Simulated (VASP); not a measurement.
Set up this calculation in VASP 6.6.1, as the native input.

```yaml
Task: single point
Functional: LDA
Potentials_or_basis: VASP PAW LDA potentials, release 64 (Ga_d, Ge_d)
Cutoff: 520 eV
k_mesh: 14 × 14 × 14
Occupations: gaussian, width 0.15 eV
Spin: no spin polarisation
Dipole_correction: no
Further_INCAR_settings: ALGO = Fast; EDIFF = 1e-07; NBANDS = 20
```

The structure of GaGe lies in POSCAR:

```
GaGe
1.0
    0.0000000000      2.8978440000      2.8978440000
    3.1151823000      0.0000000000      2.8978440000
    3.1151823000      2.8978440000      0.0000000000
Ga Ge
1 1
Direct
    0.7500000000      0.7500000000      0.7500000000
    0.0000000000      0.0000000000      0.0000000000
```

The cell comes from a database or a generator and needn't be the stable form of this composition.

The cell isn't the ideal one: strain +0.0750 x Voigt [1, 0, 0, 0, 0, 0], atoms carried along.

The input as run:

INCAR

```
SYSTEM = GaGe
PREC = Accurate
ENCUT = 520
EDIFF = 1E-7
ISMEAR = 0
SIGMA = 0.15
LREAL = .FALSE.
LASPH = .TRUE.
NELM = 80
ALGO = Fast
ISIF = 2
LWAVE = .FALSE.
LCHARG = .TRUE.
LELF = .TRUE.
LVHAR = .TRUE.
NBANDS = 20
```

KPOINTS

```
Automatic mesh
0
G
  14 14 14
  0 0 0
```

Potentials or basis: VASP PAW LDA potentials, release 64 (Ga_d, Ge_d).

The run is started by

```bash
$ cat potpaw_LDA.64/Ga_d/POTCAR potpaw_LDA.64/Ge_d/POTCAR > POTCAR
$ mpirun -np 1 vasp_std > vasp.out
```

It gave:

| Property | Result |
| --- | --- |
| Pressure | -6.7 GPa |
| Band gap on the k mesh | none (metal or under the smearing width) |

Run time: 3.7 min on 1 thread of Intel(R) Xeon(R) Platinum 8488C (Sapphire Rapids), with other jobs on the host, peak memory 0.35 GiB.
